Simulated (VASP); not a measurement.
Consider the following.

```xyz
4
Lattice="3.4926 0.0000 0.0000 -1.7463 3.0247 0.0000 0.0000 0.0000 11.2376" Properties=species:S:1:pos:R:3 pbc="T T T"
Lu     0.0545     0.0133    -0.0207
Lu     0.0208     0.0170     5.6136
Lu    -0.0442     2.0157     2.8191
Lu     1.7152     0.9787     8.4444
```

Method: PBEsol GGA, VASP's PBE PAW potentials (set 64) (plane waves; VASP). Settings: 300 eV cut-off, 8×8×2 Γ-centred mesh, Fermi-Dirac smearing of 0.10 eV, potentials Lu_3.

At this cut-off the stress carries a Pulay error, which pulls relaxed volumes low.

Give the force on each atom (eV/Å).

```
atom      Fx      Fy      Fz
----  ------  ------  ------
Lu1   -0.117  -0.038   0.113
Lu2   -0.079  -0.040   0.058
Lu3    0.102   0.018  -0.070
Lu4    0.094   0.059  -0.101
```

Give the stress tensor in GPa (positive for a compressed cell).

```
-2.79  -0.01  -0.04
-0.01  -2.84  -0.02
-0.04  -0.02  -3.06
```
The pressure is its mean diagonal, -2.90 GPa.

The structure was generated: Lu was put into an ordered model structure, which need not be its known phase. The cell was not relaxed at this level, atoms are displaced from their ideal sites. VASP warned that the highest band is occupied, so more bands are needed.
